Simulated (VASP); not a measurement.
Data:

```yaml
crystal:
  lattice:
    - [0.00000, 2.56705, 2.56705]
    - [2.56705, 0.00000, 2.56705]
    - [2.56705, 2.56705, 0.00000]
  atoms:
    - { symbol: Li, position: [0.00000, 0.00000, 0.00000] }
    - { symbol: Cl, position: [0.50000, 0.50000, 0.50000] }
```

Level of theory: vdW-DF2, VASP's PBE PAW potentials (set 64) (plane waves; VASP). Run with 520 eV cut-off, 9×9×9 Γ-centred mesh, Gaussian smearing of 0.050 eV, potentials Li_sv Cl.

Problem. The job: LiCl (rock salt), 2 atoms, vdW-DF2, static run, 520 eV, 9×9×9 Γ-centred mesh. Roughly how much core time does it take on a busy server core?

Solution. About 20 core-seconds (one run on a shared machine, a rough figure). It had 35 irreducible k-points, 9 bands, up to 941 plane waves and 14 electronic steps.

The compound is LiCl in the rock salt structure. This cell is one point of a volume scan, at 0.97 of the reference volume.
